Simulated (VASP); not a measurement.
A cell of Nb (bcc) near equilibrium:

```
CELL_PARAMETERS angstrom
     -1.63324     1.63324     1.63324
      1.63324    -1.63324     1.63324
      1.63324     1.63324    -1.63324
ATOMIC_POSITIONS crystal
  Nb 0.00000 0.00000 0.00000
```

The numbers are results of PBEsol GGA, VASP's PBE PAW potentials (set 64) (plane waves; VASP 6.6.1), not measurements.

| run | ΔE (meV/atom) | σxx | σyy | σzz | largest shear component, with its sign (GPa) | largest force (eV/Å) |
|---|---|---|---|---|---|---|
| as it is | 0.0 | 0.43 | 0.43 | 0.43 | 0.00 | 0.000 |
| after one change | 93.9 | 20.08 | 20.08 | 20.08 | 0.00 | 0.000 |
Stress is in GPa, positive when the cell is compressed.

### Question
What was changed between the two runs?
A) uniaxial strain of -1.5 % along x
B) uniaxial strain of -0.5 % along z
C) isotropic strain of -3.0 %
D) biaxial strain of -4.0 % in the xz plane

### Answer
C, isotropic strain of -3.0 %

The compound is Nb in the bcc structure.
